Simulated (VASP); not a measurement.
## SiO under changes of volume

One of the cells (11.279 Å³/atom); the others are scaled copies at fixed shape and fractional positions:

```xyz
2
Lattice="2.8256 0.0000 0.0000 0.0000 2.8256 0.0000 0.0000 0.0000 2.8256" Properties=species:S:1:pos:R:3 pbc="T T T"
Si    0.0000    0.0000    0.0000
O     1.4128    1.4128    1.4128
```

The cell was built by a generator and needn't be a form met in nature.

| Quantity | Value |
| --- | --- |
| Program | VASP 6.6.1 |
| Functional | PBE |
| Potentials or basis | VASP PAW PBE potentials, release 64 (Si, O) |
| Cutoff | 520 eV |
| k mesh | 9 × 9 × 9 |
| Occupations | fermi-dirac, width 0.05 eV |
| Spin | no spin polarisation |

```csv
volume (Å³/atom),energy over the lowest point (meV/atom),pressure (GPa)
10.395,?,?
10.616,7.12,5.8
10.837,0.88,2.8
11.279,0.00,-2.4
11.500,4.68,-4.7
11.722,12.35,-6.7
```

Question: What does the run at 10.395 Å³/atom give?

Answer: Energy over the lowest point 17.68 meV/atom; pressure 9.0 GPa.

Worked out: A Birch-Murnaghan fit of order 3 (a polynomial in V^(-2/3)) to the other rows has its minimum at 11.08 Å³/atom with B0 = V·E''(V) = 130 GPa and B' = 3.9. It gives 17.78 meV/atom at 10.395 Å³/atom, against the run's 17.68, and -dE/dV = 9.4 GPa, against 9.0.

Energies are extrapolated to zero smearing.
